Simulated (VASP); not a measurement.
Input:

```xyz
4
Lattice="1.2528 -2.1700 0.0000 1.2528 2.1700 0.0000 0.0000 0.0000 6.8665" Properties=species:S:1:pos:R:3 pbc="T T T"
B      1.2528     0.7233     1.7166
B      1.2528    -0.7233     5.1499
N      1.2528    -0.7233     1.7166
N      1.2528     0.7233     5.1499
```

Level of theory: PBEsol GGA, VASP's PBE PAW potentials (set 64) (plane waves; VASP). Run with 650 eV cut-off, 11×11×4 Γ-centred mesh, Gaussian smearing of 0.050 eV, potentials B N.

Without a dispersion term in the relaxation, distances and binding between the weakly bound layers, chains or molecules are unreliable, and so is what depends on them.

### Question
Give the elastic stiffness tensor with the ions relaxed (GPa, in the frame of the cell).

### Answer

|  | xx | yy | zz | yz | xz | xy |
|---|---|---|---|---|---|---|
| xx | 849 | 198 | 1.6 | 0.0 | 0.0 | 0.0 |
| yy | 198 | 849 | 1.6 | 0.0 | 0.0 | 0.0 |
| zz | 1.6 | 1.6 | 14.1 | 0.0 | 0.0 | 0.0 |
| yz | 0.0 | 0.0 | 0.0 | 3.7 | 0.0 | 0.0 |
| xz | 0.0 | 0.0 | 0.0 | 0.0 | 3.7 | 0.0 |
| xy | 0.0 | 0.0 | 0.0 | 0.0 | 0.0 | 325 |

### Question
Estimate the Hill bulk modulus, Hill shear modulus, Young's modulus, Poisson's ratio.

### Answer

* **Hill bulk modulus**: 124 GPa
* **Hill shear modulus**: 87.5 GPa
* **Young's modulus**: 213 GPa
* **Poisson's ratio**: 0.215

Measured: C11 811 GPa (computed value off by +4.7 %), C12 169 GPa (computed value off by +17.2 %), C33 27.0 GPa (computed value off by -47.7 %), C44 7.7 GPa (computed value off by -52.1 %), as given by Bosak et al., Phys. Rev. B 73, 041402 (2006). The calculation is for a static lattice, while the measured C11, C12, C33, C44 hold thermal and zero-point effects, which are part of the difference.

The compound is BN in the hex structure. It was relaxed first.
